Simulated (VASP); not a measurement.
Calculation: PBE GGA, VASP's PBE PAW potentials (set 64) (plane waves; VASP).

VASP ran on this input.

### KPOINTS
```
Automatic
0
G
15 15 15
```

POSCAR:
```
W
1
   -1.5800000000     1.5800000000     1.5800000000
    1.5800000000    -1.5800000000     1.5800000000
    1.5800000000     1.5800000000    -1.5800000000
W
1
Direct
  0.0000000000   0.0000000000   0.0000000000
```

INCAR:
```
SYSTEM = W
PREC = Accurate
ENCUT = 400
EDIFF = 1E-6
NELM = 100
ALGO = Normal
LREAL = .FALSE.
LASPH = .TRUE.
ISMEAR = 1
SIGMA = 0.1
GGA = PE
LMAXMIX = 6
LWAVE = .FALSE.
LCHARG = .FALSE.
ISIF = 2
```

POTCAR, in this order: W_sv (PBE.64 set). Program: vasp_std.

Unless said otherwise, spin-orbit coupling is left out, though it shifts the bands of the heavy elements here.

Question: Predict the energy per atom (σ→0), pressure, band gap (on the k-mesh).

Answer: 
The energy per atom (σ→0) comes out as -12.944 eV/atom, the band gap (on the k-mesh) comes out as none (metal, semimetal or under 0.01 eV) and the pressure is 7.94 GPa.

### OSZICAR
```
...
DAV:   5    -0.135574750763E+02   -0.52368E-04   -0.52368E-04  2970   0.266E-01    0.211E+01
DAV:   6    -0.130769941190E+02    0.48048E+00   -0.56012E-01  2811   0.100E+01    0.851E+00
DAV:   7    -0.129487835695E+02    0.12821E+00   -0.30025E-01  2918   0.689E+00    0.611E-01
DAV:   8    -0.129441977665E+02    0.45858E-02   -0.34582E-03  2727   0.840E-01    0.129E-01
DAV:   9    -0.129442298198E+02   -0.32053E-04   -0.42498E-05  2982   0.840E-02    0.646E-02
DAV:  10    -0.129442258779E+02    0.39419E-05   -0.99583E-06  2859   0.477E-02    0.124E-02
DAV:  11    -0.129442263716E+02   -0.49374E-06   -0.12564E-07  1540   0.431E-03
   1 F= -.12944226E+02 E0= -.12944383E+02  d E =0.469068E-03
```

The compound is W in the bcc structure. The cell was not relaxed at this level.
